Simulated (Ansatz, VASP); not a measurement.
**Two plane-wave programs on HfIn4SiO6**

File INCAR:

```
SYSTEM = HfIn4SiO6
  ALGO = Fast
  EDIFF = 1E-8
  ENCUT = 520
  GGA = PE
  ISIF = 2
  ISMEAR = -1
  KPAR = 4
  LASPH = .True.
  LCHARG = .False.
  LEFG = .True.
  LREAL = .False.
  LWAVE = .False.
  NELM = 100
  PREC = Accurate
  SIGMA = 0.05
```

The input KPOINTS:

```
k-points
0
Gamma
  6 6 3
  0 0 0
```

The input POSCAR:

```
HfIn4SiO6
1.0
    5.3316200000      0.0159300000     -0.0483700000
   -2.5793300000      4.8819800000     -0.0191400000
   -1.5181300000     -1.2221600000      9.4552500000
Hf In Si O
1 4 1 6
Direct
    0.2380200000      0.0692800000      0.4027900000
    0.1454700000      0.5747100000      0.8703800000
    0.5244500000      0.7222000000      0.3488100000
    0.5731300000      0.3131600000      0.1209600000
    0.8825000000      0.3853100000      0.5641500000
    0.8811200000      0.9477000000      0.0377300000
    0.2644200000      0.4061300000      0.4886800000
    0.9571300000      0.7888600000      0.4878800000
    0.8398900000      0.6393800000      0.9858400000
    0.9905500000      0.0027000000      0.2137000000
    0.1366500000      0.2037300000      0.9786400000
    0.5666700000      0.9468400000      0.0004400000
```

Contents of input.yaml:

```yaml
crystal:
  lattice:
    - [5.33162, 0.01593, -0.04837]
    - [-2.57933, 4.88198, -0.01914]
    - [-1.51813, -1.22216, 9.45525]
  atoms:
    - { symbol: Hf, position: [0.23802, 0.06928, 0.40279] }
    - { symbol: In, position: [0.14547, 0.57471, 0.87038] }
    - { symbol: In, position: [0.52445, 0.7222, 0.34881] }
    - { symbol: In, position: [0.57313, 0.31316, 0.12096] }
    - { symbol: In, position: [0.8825, 0.38531, 0.56415] }
    - { symbol: Si, position: [0.88112, 0.9477, 0.03773] }
    - { symbol: O, position: [0.26442, 0.40613, 0.48868] }
    - { symbol: O, position: [0.95713, 0.78886, 0.48788] }
    - { symbol: O, position: [0.83989, 0.63938, 0.98584] }
    - { symbol: O, position: [0.99055, 0.0027, 0.2137] }
    - { symbol: O, position: [0.13665, 0.20373, 0.97864] }
    - { symbol: O, position: [0.56667, 0.94684, 0.00044] }
hamiltonian:
  xc: pbe
  pseudopotentials: { kind: paw, frozen_core: stored }
kpoints:
  mp_grid: { grid: [6, 6, 3] }
scf:
  occupations: { method: fermi_dirac, width: 0.05 }
output:
  forces: true
  stress: true
  eigenvalues: true
  efg: {}
  write_density: true
  write_potential: true
  elf: true
  volumetric_format: npy
```

The cell was built by a generator and needn't be a form met in nature.

Alike in both runs: task electric field gradients; functional PBE; k mesh 6 × 6 × 3; occupations fermi-dirac, width 0.05 eV; no spin polarisation.

|  | VASP | Ansatz |
| --- | --- | --- |
| version | VASP 6.6.1 | Ansatz 0.2.0 |
| potentials or method | VASP PAW PBE potentials, release 64 (Hf_pv, In_d, Si, O) | Ansatz PAW |
| plane-wave cutoff (eV) | 520 | 420 |
| valence electrons in the cell | 102 | 118 |

VASP gave:

```
gap on the k mesh at the Fermi level (eV)                      : 1.10
least direct gap on the mesh (eV)                              : 1.24
pressure (GPa)                                                 : -0.1
largest component of the traceless stress (GPa)                : 0.07
rms of the force components (eV/Å)                             : 0.047
Vzz of the field gradient on the site that differs most (V/Å²) : -152.0
```

Task: Which values does Ansatz return?

Result: gap on the k mesh at the Fermi level (eV): 1.12; least direct gap on the mesh (eV): 1.25; pressure (GPa): 0.0; largest component of the traceless stress (GPa): 0.01; rms of the force components (eV/Å): 0.003; Vzz of the field gradient on the site that differs most (V/Å²): -176.1.

Atom by atom the forces differ by 0.046 eV/Å (rms over components). With one functional, cell and mesh, what is left measures potentials, basis and numerics. The two sets of potentials don't hold the same shells in valence.

Caveats: spin-orbit coupling is left out, which moves the levels of the heavy elements; an odd mesh through Γ misses points on the zone boundary, where band edges often lie (VASP); odd divisions of the mesh miss points on the zone boundary, where band edges often lie, so the gap on the mesh can be too wide (Ansatz); the pressure holds a Pulay correction of +0.3 GPa for the finite cutoff (Ansatz). Expect the measured gap to be larger: semilocal functionals such as PBE lack the derivative discontinuity.
